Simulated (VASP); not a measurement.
BBi (relaxed from the zinc blende structure, space group F-43m) is relaxed at rising pressure, each step from the one before. Symmetry mostly holds the structure type, and other phases were not tried. The mesh follows the cell, and a change of mesh leaves a small step in the series.

Here is the system:

```cif
data_B4Bi4
_chemical_formula_sum 'B4 Bi4'
_space_group_name_H-M_alt 'F-43m'
_space_group_IT_number 216
_space_group_name_Hall 'F -4 2 3'
_cell_length_a 5.45392
_cell_length_b 5.45392
_cell_length_c 5.45392
_cell_angle_alpha 90.000
_cell_angle_beta 90.000
_cell_angle_gamma 90.000
loop_
_atom_site_label
_atom_site_type_symbol
_atom_site_symmetry_multiplicity
_atom_site_Wyckoff_symbol
_atom_site_fract_x
_atom_site_fract_y
_atom_site_fract_z
_atom_site_occupancy
B1 B 4 a 0.00000 0.00000 0.00000 1
Bi1 Bi 4 d 0.75000 0.75000 0.75000 1
```
(The calculation used a cell of 2 atoms; values per cell refer to that cell.)

All values below come from PBEsol GGA, VASP's PBE PAW potentials (set 64) (plane waves; VASP). Run with 620 eV cut-off, 8×8×8 Γ-centred mesh, Gaussian smearing of 0.050 eV, potentials B Bi_d.

Unless said otherwise, spin-orbit coupling is left out, though it shifts the bands of the heavy elements here.

```
P (GPa)  V (Å³/atom)  H − H(0) (eV/atom)  space group  k-mesh
-------  -----------  ------------------  -----------  ------
0              20.28               0.000        F-43m   8×8×8
5              19.23               0.614        F-43m   9×9×9
10             18.40               1.201        F-43m   9×9×9
20               ___                 ___        F-43m   9×9×9
30             16.24               3.349        F-43m   9×9×9
45               ___                 ___        F-43m   9×9×9
```

Task: What belongs in the gaps?

Result: 
- 45, V (Å³/atom): 15.20
- 45, H − H(0) (eV/atom): 4.818
- 20, V (Å³/atom): 17.16
- 20, H − H(0) (eV/atom): 2.308

Pressures at which the relaxation failed are left out.

The structure was generated: BBi was put into the zinc blende type (F-43m), which need not be its known phase.
